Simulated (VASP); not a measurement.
Consider the following.

```yaml
crystal:
  lattice:
    - [3.85189, 0.00000, 0.00000]
    - [-1.92595, 3.33584, 0.00000]
    - [0.00000, 0.00000, 5.19880]
  atoms:
    - { symbol: Co, position: [0.00000, 0.00000, 0.00000] }
    - { symbol: Co, position: [0.00000, 0.00000, 0.50000] }
    - { symbol: Te, position: [0.33333, 0.66667, 0.25000] }
    - { symbol: Te, position: [0.66667, 0.33333, 0.75000] }
```

All values below come from PBEsol GGA, VASP's PBE PAW potentials (set 64) (plane waves; VASP 6.6.1). Run with 400 eV cut-off, 10×10×7 Γ-centred mesh, tetrahedra with Blöchl corrections, potentials Co Te.

The cores are frozen, which limits the accuracy of field gradients.

Question: Give the principal components of the electric field gradient (V/Å²) and the asymmetry η at each nucleus.

Answer: 
```tsv
atom	Vxx	Vyy	Vzz	η
Co1	-2.0	-2.0	3.9	0.00
Co2	-2.0	-2.0	3.9	0.00
Te3	-26.8	-26.8	53.6	0.00
Te4	-26.8	-26.8	53.6	0.00
```

The structure was generated: CoTe was put into the NiAs type type (P6_3/mmc), which need not be its known phase. It was relaxed first, which changed the volume by -25 %. The run is not spin-polarised, so no magnetic state was tried.
